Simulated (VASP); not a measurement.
Level of theory: PBE GGA, VASP's PBE PAW potentials (set 64) (plane waves; VASP).

Input for VASP

**INCAR**
```
SYSTEM = Ni3Al
PREC = Accurate
ENCUT = 500
EDIFF = 1E-6
NELM = 100
ALGO = Normal
LREAL = .FALSE.
LASPH = .TRUE.
ISMEAR = 1
SIGMA = 0.1
GGA = PE
LMAXMIX = 4
ISPIN = 2
MAGMOM = -0.0 0.3 0.3 0.3
LORBIT = 10
LWAVE = .FALSE.
LCHARG = .FALSE.
IBRION = 2
ISIF = 3
NSW = 40
EDIFFG = -0.02
```

### POSCAR
```
Ni3Al
1
    3.5640942717     0.0000000000     0.0000000000
    0.0000000000     3.5640942717     0.0000000000
   -0.0000000000     0.0000000000     3.5640942717
Al Ni
1 3
Direct
  0.0000000000   0.0000000000   0.0000000000
  0.0000000000   0.5000000000   0.5000000000
  0.5000000000   0.0000000000   0.5000000000
  0.5000000000   0.5000000000   0.0000000000
```

**KPOINTS**
```
Regular mesh
0
gamma
9 9 9
0 0 0
```

POTCAR, in this order: Al Ni (PBE.64 set). Program: vasp_std.

Output of the run:

**OSZICAR**
```
       N       E                     dE             d eps       ncg     rms          rms(c)
DAV:   1     0.188115373144E+03    0.18812E+03   -0.14230E+04  2808   0.203E+03
DAV:   2    -0.157563822947E+02   -0.20387E+03   -0.19701E+03  2812   0.367E+02
DAV:   3    -0.258564566288E+02   -0.10100E+02   -0.92661E+01  3004   0.108E+02
DAV:   4    -0.260900760549E+02   -0.23362E+00   -0.23183E+00  3212   0.152E+01
DAV:   5    -0.260978893622E+02   -0.78133E-02   -0.78079E-02  3356   0.260E+00    0.195E+01
DAV:   6    -0.271909007274E+02   -0.10930E+01   -0.76563E+01  3172   0.142E+02    0.212E+01
DAV:   7    -0.219197712436E+02    0.52711E+01   -0.21363E+01  3096   0.761E+01    0.231E+00
DAV:   8    -0.219121226368E+02    0.76486E-02   -0.49498E-01  3016   0.600E+00    0.154E+00
DAV:   9    -0.218926672747E+02    0.19455E-01   -0.55662E-02  3636   0.340E+00    0.837E-01
DAV:  10    -0.218944227037E+02   -0.17554E-02   -0.25224E-03  3376   0.596E-01    0.694E-01
DAV:  11    -0.218922005414E+02    0.22222E-02   -0.30695E-02  3400   0.295E+00    0.726E-01
DAV:  12    -0.218968376172E+02   -0.46371E-02   -0.48189E-03  3368   0.137E+00    0.244E-01
DAV:  13    -0.218972785546E+02   -0.44094E-03   -0.64237E-04  3540   0.336E-01    0.104E-01
DAV:  14    -0.218973420576E+02   -0.63503E-04   -0.11553E-04  3432   0.153E-01    0.216E-02
DAV:  15    -0.218973447533E+02   -0.26957E-05   -0.13142E-05  3260   0.487E-02    0.948E-03
DAV:  16    -0.218973452747E+02   -0.52146E-06   -0.17681E-06  1788   0.269E-02
   1 F= -.21897345E+02 E0= -.21897122E+02  d E =-.218973E+02  mag=     0.7231
       N       E                     dE             d eps       ncg     rms          rms(c)
DAV:   1    -0.219116623951E+02   -0.14318E-01   -0.15467E-01  2820   0.632E+00    0.110E+00
DAV:   2    -0.219145139463E+02   -0.28516E-02   -0.23596E-01  3132   0.780E+00    0.113E+00
DAV:   3    -0.218975996131E+02    0.16914E-01   -0.75905E-02  3128   0.456E+00    0.144E-01
DAV:   4    -0.218974012337E+02    0.19838E-03   -0.13185E-03  2876   0.324E-01    0.786E-02
DAV:   5    -0.218973468544E+02    0.54379E-04   -0.84564E-05  3820   0.120E-01    0.212E-02
DAV:   6    -0.218973460660E+02    0.78841E-06   -0.92699E-06  3644   0.328E-02
   2 F= -.21897346E+02 E0= -.21897119E+02  d E =-.791303E-06  mag=     0.7250
       N       E                     dE             d eps       ncg     rms          rms(c)
DAV:   1    -0.219013251012E+02   -0.39782E-02   -0.41216E-02  2828   0.325E+00    0.575E-01
DAV:   2    -0.219021824473E+02   -0.85735E-03   -0.64829E-02  3144   0.410E+00    0.597E-01
DAV:   3    -0.218975379803E+02    0.46445E-02   -0.20528E-02  3116   0.238E+00    0.701E-02
DAV:   4    -0.218974901240E+02    0.47856E-04   -0.39139E-04  2904   0.177E-01    0.412E-02
DAV:   5    -0.218974767823E+02    0.13342E-04   -0.22978E-05  3668   0.683E-02    0.134E-02
DAV:   6    -0.218974755011E+02    0.12812E-05   -0.35824E-06  2352   0.238E-02    0.483E-03
DAV:   7    -0.218974749751E+02    0.52605E-06   -0.86394E-07  1580   0.119E-02
   3 F= -.21897475E+02 E0= -.21897250E+02  d E =-.129700E-03  mag=     0.7240
```

### OUTCAR
```
------------------------ aborting loop because EDIFF is reached ----------------------------------------
  FORCE on cell =-STRESS in cart. coord.  units (eV):
  Direction    XX          YY          ZZ          XY          YZ          ZX
  --------------------------------------------------------------------------------------
  Total       -0.0007511     -0.0007511     -0.0007511      0.0000000      0.0000000     -0.0000000
  in kB       -0.0265239     -0.0265239     -0.0265239      0.0000000      0.0000000     -0.0000000
  external PRESSURE =      -0.0265239 kB  Pullay stress =       0.0000000 kB
  volume of cell :       45.37
      direct lattice vectors                 reciprocal lattice vectors
     3.566661259 -0.000000000  0.000000000     0.280374257 -0.000000000  0.000000000
     0.000000000  3.566661259  0.000000000     0.000000000  0.280374257  0.000000000
    -0.000000000 -0.000000000  3.566661259    -0.000000000 -0.000000000  0.280374257
 POSITION                                       TOTAL-FORCE (eV/Angst)
 -----------------------------------------------------------------------------------
      0.00000      0.00000      0.00000        -0.000000      0.000000      0.000000
      0.00000      1.78333      1.78333         0.000000     -0.000000      0.000000
      1.78333     -0.00000      1.78333        -0.000000     -0.000000      0.000000
      1.78333      1.78333      0.00000        -0.000000      0.000000      0.000000
 -----------------------------------------------------------------------------------
    total drift:                                0.000000      0.000000      0.000000
  FREE ENERGIE OF THE ION-ELECTRON SYSTEM (eV)
  ---------------------------------------------------
  free  energy   TOTEN  =       -21.8974749751 eV

  energy  without entropy=      -21.8968000536  energy(sigma->0) =      -21.89725000

 total charge

# of ion       s       p       d       tot
------------------------------------------
    1        0.408   0.390   0.000   0.798
    2        0.491   0.512   8.378   9.380
    3        0.491   0.512   8.378   9.380
    4        0.491   0.512   8.378   9.380
--------------------------------------------------
tot          1.880   1.925  25.133  28.938

 magnetization (x)

# of ion       s       p       d       tot
------------------------------------------
    1       -0.001  -0.008   0.000  -0.009
    2       -0.003  -0.010   0.274   0.260
    3       -0.003  -0.010   0.274   0.260
    4       -0.003  -0.010   0.274   0.260
--------------------------------------------------
tot         -0.011  -0.040   0.821   0.770

 reached required accuracy - stopping structural energy minimisation
```
(Selected blocks of OUTCAR.)

**CONTCAR**
```
Ni3Al
   1.00000000000000
     3.5666612594326734   -0.0000000000000000    0.0000000000000000
     0.0000000000000000    3.5666612594326734    0.0000000000000000
    -0.0000000000000000   -0.0000000000000000    3.5666612594326734
  Al              Ni
     1     3
Direct
     0.0000000000000000    0.0000000000000000    0.0000000000000000
     0.0000000000000000    0.5000000000000000    0.5000000000000000
     0.5000000000000000    0.0000000000000000    0.5000000000000000
     0.5000000000000000    0.5000000000000000    0.0000000000000000
```

File OUTCAR:
```
 val. band max:        9.4353853169   @ k =   0.2222   0.1111   0.0000

 cond. band min:       9.4420640991   @ k =   0.4444   0.2222   0.1111


 Fermi energy:         9.4394833136

 spin component 1

 k-point     1 :       0.0000    0.0000    0.0000
  band No.  band energies     occupation
      1      -0.4843      1.00000
      2       5.1659      1.00000
      3       5.8218      1.00000
      4       5.8218      1.00000
      5       6.1635      1.00000
      6       6.1635      1.00000
      7       6.1635      1.00000
      8       8.0594      1.00000
      9       8.0594      1.00000
     10       8.0594      1.00000
     11       8.8695      1.00000
     12       8.8695      1.00000
     13       9.1587      1.00026
     14       9.3304      1.03215
     15       9.3304      1.03215
     16       9.3304      1.03215
     17      10.3031     -0.00000
     18      10.3031     -0.00000
     19      10.3031     -0.00000
     20      15.9462      0.00000

 k-point     2 :       0.1111    0.0000    0.0000
  band No.  band energies     occupation
      1      -0.3343      1.00000
      2       5.2076      1.00000
      3       5.7323      1.00000
      4       5.9151      1.00000
      5       6.1879      1.00000
      6       6.1879      1.00000
      7       6.1977      1.00000
      8       7.9773      1.00000
      9       7.9773      1.00000
     10       8.0222      1.00000
     11       8.7818      1.00000
     12       8.8711      1.00000
     13       9.0296      1.00000
     14       9.0296      1.00000
     15       9.1052      1.00001
     16       9.3306      1.03208
     17       9.7199     -0.00027
     18      10.7974     -0.00000
     19      10.7974     -0.00000
     20      15.9377      0.00000

 k-point     3 :       0.2222    0.0000    0.0000
  band No.  band energies     occupation
      1       0.1095      1.00000
      2       5.0676      1.00000
      3       5.6076      1.00000
...
```

The compound is Ni3Al in the L1_2 structure. This run relaxes it. Symmetry was kept, so distortions that lower it aren't found.
